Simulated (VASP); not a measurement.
Method: vdW-DF-cx, VASP's PBE PAW potentials (set 64) (plane waves; VASP).

A VASP calculation is set up with these files.

INCAR:
```
LREAL  =  F
LASPH  =  T   ! aspherical one-centre terms
AGGAC  =  0.0
EDIFF  =  1E-7   ! SCF stop (eV)
ISIF  =  2   ! forces and stress, cell fixed
NELM  =  100   ! most electronic steps
LWAVE  =  F
ISMEAR  =  0
ENCUT  =  520   ! plane-wave cut-off (eV)
LUSE_VDW  =  T
PREC  =  Accurate
SIGMA  =  0.05   ! width (eV)
LCHARG  =  F
ALGO  =  Normal
GGA  =  CX
SYSTEM  =  KF
```

File KPOINTS:
```
Automatic mesh
0
Gamma
9 9 9
0 0 0
```

POSCAR:
```
KF
1
    0.0000000000     2.7014868711     2.7014868711
    2.7014868711     0.0000000000     2.7014868711
    2.7014868711     2.7014868711     0.0000000000
K F
1 1
Direct
  0.0000000000   0.0000000000   0.0000000000
  0.5000000000   0.5000000000   0.5000000000
```

POTCAR, in this order: K_sv F (PBE.64 set). Program: vasp_std.

The run wrote:

**OSZICAR**
```
       N       E                     dE             d eps       ncg     rms          rms(c)
DAV:   1     0.116900756416E+03    0.11690E+03   -0.85160E+03   848   0.129E+03
DAV:   2    -0.742936504726E+00   -0.11764E+03   -0.10861E+03  1092   0.327E+02
DAV:   3    -0.524934815936E+01   -0.45064E+01   -0.44869E+01  1072   0.613E+01
DAV:   4    -0.537628322001E+01   -0.12694E+00   -0.12687E+00  1264   0.891E+00
DAV:   5    -0.537785430524E+01   -0.15711E-02   -0.15710E-02  1060   0.105E+00    0.609E+00
DAV:   6    -0.420450117202E+01    0.11734E+01   -0.41058E+00   928   0.176E+01    0.372E+00
DAV:   7    -0.418613563966E+01    0.18366E-01   -0.12595E-01  1128   0.317E+00    0.226E+00
DAV:   8    -0.419934475638E+01   -0.13209E-01   -0.70329E-02   900   0.304E+00    0.235E-01
DAV:   9    -0.420263813172E+01   -0.32934E-02   -0.95966E-03  1024   0.815E-01    0.151E-01
DAV:  10    -0.420381572828E+01   -0.11776E-02   -0.17600E-03   920   0.425E-01    0.872E-02
DAV:  11    -0.420413470336E+01   -0.31898E-03   -0.88963E-04   880   0.252E-01    0.190E-02
DAV:  12    -0.420413529794E+01   -0.59458E-06   -0.62164E-05  1056   0.754E-02    0.645E-03
DAV:  13    -0.420414017096E+01   -0.48730E-05   -0.14370E-05   884   0.370E-02    0.323E-03
DAV:  14    -0.420414036595E+01   -0.19499E-06   -0.50274E-07  1120   0.755E-03    0.927E-04
DAV:  15    -0.420414042517E+01   -0.59216E-07   -0.83786E-08   648   0.275E-03
   1 F= -.42041404E+01 E0= -.42041404E+01  d E =-.953037E-12
```

### OUTCAR
```
------------------------ aborting loop because EDIFF is reached ----------------------------------------
  FORCE on cell =-STRESS in cart. coord.  units (eV):
  Direction    XX          YY          ZZ          XY          YZ          ZX
  --------------------------------------------------------------------------------------
  Total       -0.1853121     -0.1853121     -0.1853121      0.0000000      0.0000000      0.0000000
  in kB       -7.5296690     -7.5296690     -7.5296690      0.0000000      0.0000000      0.0000000
  external PRESSURE =      -7.5296690 kB  Pullay stress =       0.0000000 kB
  volume of cell :       39.43
      direct lattice vectors                 reciprocal lattice vectors
     0.000000000  2.701486871  2.701486871    -0.185083261  0.185083261  0.185083261
     2.701486871  0.000000000  2.701486871     0.185083261 -0.185083261  0.185083261
     2.701486871  2.701486871  0.000000000     0.185083261  0.185083261 -0.185083261
  FREE ENERGIE OF THE ION-ELECTRON SYSTEM (eV)
  ---------------------------------------------------
  free  energy   TOTEN  =        -4.2041404252 eV

  energy  without entropy=       -4.2041404252  energy(sigma->0) =       -4.20414043
```
(Selected blocks of OUTCAR.)

**OUTCAR**
```
 val. band max:       -2.9273656429   @ k =   0.0000   0.0000   0.0000

 cond. band min:       3.2996262745   @ k =   0.0000   0.0000   0.0000


 Fermi energy:        -2.7101173457

 k-point     1 :       0.0000    0.0000    0.0000
  band No.  band energies     occupation
      1     -29.0437      2.00000
      2     -21.4251      2.00000
      3     -12.3888      2.00000
      4     -12.3888      2.00000
      5     -12.3888      2.00000
      6      -2.9274      2.00000
      7      -2.9274      2.00000
      8      -2.9274      2.00000
      9       3.2996      0.00000
     10       7.7449      0.00000
     11       7.7449      0.00000
     12       7.7449      0.00000

 k-point     2 :       0.1111    0.0000    0.0000
  band No.  band energies     occupation
      1     -29.0343      2.00000
      2     -21.4332      2.00000
      3     -12.4182      2.00000
      4     -12.3928      2.00000
      5     -12.3928      2.00000
      6      -3.0314      2.00000
      7      -2.9660      2.00000
      8      -2.9660      2.00000
      9       3.6317      0.00000
     10       7.5612      0.00000
     11       7.9046      0.00000
     12       7.9046      0.00000

 k-point     3 :       0.2222    0.0000    0.0000
  band No.  band energies     occupation
      1     -29.0104      2.00000
      2     -21.4551      2.00000
      3     -12.4920      2.00000
      4     -12.4028      2.00000
      5     -12.4028      2.00000
      6      -3.2688      2.00000
      7      -3.0622      2.00000
      8      -3.0622      2.00000
      9       4.5001      0.00000
     10       7.2555      0.00000
     11       8.3173      0.00000
     12       8.3173      0.00000

 k-point     4 :       0.3333    0.0000    0.0000
  band No.  band energies     occupation
      1     -28.9829      2.00000
      2     -21.4801      2.00000
      3     -12.5749      2.00000
      4     -12.4141      2.00000
      5     -12.4141      2.00000
      6      -3.5058      2.00000
...
```

The compound is KF in the rock salt structure. This cell is one point of a volume scan, at 1.03 of the reference volume.
